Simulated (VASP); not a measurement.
Output of a VASP run:

OUTCAR:
```
 ion  position               nearest neighbor table
   1  0.333  0.667  0.254-   3 2.19   3 2.19   3 2.19   2 3.02   2 3.02   2 3.02   2 3.09   2 3.09
                             2 3.09
   2  0.667  0.333  0.746-   3 2.19   3 2.19   3 2.19   1 3.02   1 3.02   1 3.02   1 3.09   1 3.09
                             1 3.09
   3  0.000  0.000  0.000-   1 2.19   2 2.19   2 2.19   1 2.19   2 2.19   1 2.19
  LATTYP: Found a hexagonal cell.
 ALAT       =     3.1148900000
 C/A-ratio  =     1.5857060763
 Subroutine PRICEL returns:
 Original cell was already a primitive cell.
 Subroutine GETGRP returns: Found 12 space group operations
The static configuration has the point symmetry D_3d.
The dynamic configuration has the point symmetry D_3d.
 Subroutine INISYM returns: Found 12 space group operations
 Subroutine IBZKPT returns following result:
 Found    112 irreducible k-points:

 Following reciprocal coordinates:
            Coordinates               Weight
  0.000000  0.000000  0.000000      1.000000
  0.083333  0.000000  0.000000      6.000000
  0.166667  0.000000  0.000000      6.000000
  0.250000  0.000000  0.000000      6.000000
  0.333333  0.000000  0.000000      6.000000
  0.416667  0.000000  0.000000      6.000000
  0.500000  0.000000  0.000000      3.000000
  0.083333  0.083333  0.000000      6.000000
  0.166667  0.083333  0.000000     12.000000
  0.250000  0.083333  0.000000     12.000000
  0.333333  0.083333  0.000000     12.000000
  0.416667  0.083333  0.000000     12.000000
  0.166667  0.166667  0.000000      6.000000
  0.250000  0.166667  0.000000     12.000000
  0.333333  0.166667  0.000000     12.000000
  0.416667  0.166667  0.000000      6.000000
  0.250000  0.250000  0.000000      6.000000
  0.333333  0.250000  0.000000     12.000000
  0.333333  0.333333  0.000000      2.000000
  0.000000  0.000000  0.142857      2.000000
  0.083333  0.000000  0.142857      6.000000
  0.000000  0.083333  0.142857      6.000000
  0.166667  0.000000  0.142857      6.000000
  0.000000  0.166667  0.142857      6.000000
  0.250000  0.000000  0.142857      6.000000
  0.000000  0.250000  0.142857      6.000000
  0.333333  0.000000  0.142857      6.000000
  0.000000  0.333333  0.142857      6.000000
  0.416667  0.000000  0.142857      6.000000
  0.000000  0.416667  0.142857      6.000000
  0.500000  0.000000  0.142857      6.000000
  0.083333  0.083333  0.142857     12.000000
  0.166667  0.083333  0.142857     12.000000
 -0.083333  0.250000  0.142857     12.000000
  0.250000  0.083333  0.142857     12.000000
 -0.083333  0.333333  0.142857     12.000000
  0.333333  0.083333  0.142857     12.000000
 -0.083333  0.416667  0.142857     12.000000
  0.416667  0.083333  0.142857     12.000000
 -0.083333  0.500000  0.142857     12.000000
   k-points           NKPTS =    112   k-points in BZ     NKDIM =    112   number of bands    NBANDS=     17
   number of dos      NEDOS =    301   number of ions     NIONS =      3
   total plane-waves  NPLWV =  12800
   dimension x,y,z NGX =    20 NGY =   20 NGZ =   32
   dimension x,y,z NGXF=    40 NGYF=   40 NGZF=   64
   ions per type =               2   1
   PREC   = accura    normal or accurate (medium, high low for compatibility)
   ISTART =      0    job   : 0-new  1-cont  2-samecut
   ICHARG =      2    charge: 1-file 2-atom 10-const
   ISPIN  =      1    spin polarized calculation?
   LNONCOLLINEAR =      F non collinear calculations
   LSORBIT =      F    spin-orbit coupling
   INIWAV =      1    electr: 0-lowe 1-rand  2-diag
   ENCUT  =  400.0 eV  29.40 Ry    5.42 a.u.   5.08  5.08  8.05*2*pi/ulx,y,z
   NELM   =    100;   NELMIN=  2; NELMDL= -5     # of ELM steps
   EDIFF  = 0.1E-05   stopping-criterion for ELM
   LREAL  =      F    real-space projection
   NLSPLINE    = F    spline interpolate recip. space projectors
   LMAXMIX     =    6 max onsite mixed and CHGCAR
   VOSKOWN=      0    Vosko Wilk Nusair interpolation
...
```

File OSZICAR:
```
       N       E                     dE             d eps       ncg     rms          rms(c)
DAV:   1     0.165843092157E+03    0.16584E+03   -0.13297E+04  3808   0.131E+03
DAV:   2    -0.360205797277E+02   -0.20186E+03   -0.19969E+03  4590   0.372E+02
DAV:   3    -0.417567847639E+02   -0.57362E+01   -0.56584E+01  5237   0.581E+01
DAV:   4    -0.418054010717E+02   -0.48616E-01   -0.48386E-01  4779   0.533E+00
DAV:   5    -0.418059706114E+02   -0.56954E-03   -0.56883E-03  5357   0.491E-01    0.277E+01
DAV:   6    -0.379506468262E+02    0.38553E+01   -0.25838E+01  4368   0.284E+01    0.117E+01
DAV:   7    -0.377155737829E+02    0.23507E+00   -0.16709E+00  4561   0.824E+00    0.551E+00
DAV:   8    -0.376681167217E+02    0.47457E-01   -0.17667E-01  4844   0.313E+00    0.570E-01
DAV:   9    -0.376639353157E+02    0.41814E-02   -0.27716E-02  5104   0.980E-01    0.177E-01
DAV:  10    -0.376635264656E+02    0.40885E-03   -0.51877E-03  4865   0.552E-01    0.764E-02
DAV:  11    -0.376634224762E+02    0.10399E-03   -0.79059E-04  4548   0.158E-01    0.260E-02
DAV:  12    -0.376634239825E+02   -0.15063E-05   -0.35761E-05  5019   0.470E-02    0.505E-03
DAV:  13    -0.376634238150E+02    0.16750E-06   -0.24976E-06  4315   0.122E-02
   1 F= -.37663424E+02 E0= -.37656156E+02  d E =-.145350E-01
```

OUTCAR:
```
------------------------ aborting loop because EDIFF is reached ----------------------------------------
  FORCE on cell =-STRESS in cart. coord.  units (eV):
  Direction    XX          YY          ZZ          XY          YZ          ZX
  --------------------------------------------------------------------------------------
  Total       -2.4427157     -2.4427159     -2.3676944      0.0000000      0.0000000      0.0000000
  in kB      -94.2978999    -94.2979090    -91.4017970      0.0000000      0.0000000      0.0000000
  external PRESSURE =     -93.3325353 kB  Pullay stress =       0.0000000 kB
  volume of cell :       41.50
      direct lattice vectors                 reciprocal lattice vectors
     3.114890000  0.000000000  0.000000000     0.321038624  0.185351727  0.000000000
    -1.557445000  2.697574000  0.000000000     0.000000000  0.370703454  0.000000000
     0.000000000  0.000000000  4.939300000     0.000000000  0.000000000  0.202457838
 POSITION                                       TOTAL-FORCE (eV/Angst)
 -----------------------------------------------------------------------------------
     -0.00000      1.79838      1.25409         0.000000     -0.000000     -0.368271
      1.55745      0.89919      3.68521         0.000000      0.000000      0.368271
      0.00000      0.00000      0.00000        -0.000000      0.000000      0.000000
 -----------------------------------------------------------------------------------
    total drift:                               -0.000000      0.000000      0.000000
  FREE ENERGIE OF THE ION-ELECTRON SYSTEM (eV)
  ---------------------------------------------------
  free  energy   TOTEN  =       -37.6634238150 eV

  energy  without entropy=      -37.6488888254  energy(sigma->0) =      -37.65615632
```
(Selected blocks of OUTCAR.)

File POSCAR:
```
Ta2C
1
    3.1148900000     0.0000000000     0.0000000000
   -1.5574450000     2.6975740000     0.0000000000
    0.0000000000     0.0000000000     4.9393000000
Ta C
2 1
Direct
  0.3333330000   0.6666670000   0.2539000000
  0.6666670000   0.3333330000   0.7461000000
  0.0000000000   0.0000000000   0.0000000000
```

Problem. Write an INCAR and KPOINTS that could have produced this output.

Solution. Several could match; the one computed here: the input of the run itself, LDA (Ceperley-Alder, Perdew-Zunger), plane waves, VASP's LDA PAW potentials (set 64).

INCAR:
```
SYSTEM = Ta2C
PREC = Accurate
ENCUT = 400
EDIFF = 1E-6
NELM = 100
ALGO = Normal
LREAL = .FALSE.
LASPH = .TRUE.
ISMEAR = 0
SIGMA = 0.2
LMAXMIX = 6
LWAVE = .FALSE.
LCHARG = .FALSE.
ISIF = 2
```

### KPOINTS
```
Regular mesh
0
G
12 12 7
```

POTCAR, in this order: Ta_pv C (LDA.64 set). Program: vasp_std.

At this cut-off the stress carries a Pulay error, which pulls relaxed volumes low.

The structure comes from a computed database's Ta2C entry (P-3m1); how it stands against other phases isn't given here. The cell was not relaxed at this level.
